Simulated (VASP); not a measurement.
```yaml
crystal:
  lattice:
    - [0.00000, 2.05530, 2.05530]
    - [2.05530, 0.00000, 2.05530]
    - [2.05530, 2.05530, 0.00000]
  atoms:
    - { symbol: Li, position: [0.00000, 0.00000, 0.00000] }
    - { symbol: F, position: [0.50000, 0.50000, 0.50000] }
```

Computed with PBE GGA, VASP's PBE PAW potentials (set 64) (plane waves; VASP). Settings: PREC = Single, 520 eV cut-off, 10×10×10 Γ-centred mesh, Gaussian smearing of 0.050 eV, potentials Li_sv F.

Give the stress tensor in GPa (positive for a compressed cell).

```
-2.42   0.00   0.00
 0.00  -2.42   0.00
 0.00   0.00  -2.42
```
The pressure is its mean diagonal, -2.42 GPa.

The compound is LiF in the rock salt structure. The cell was not relaxed at this level. The run is one of a series of settings (PREC = Single against the base run), some of them coarse on purpose.
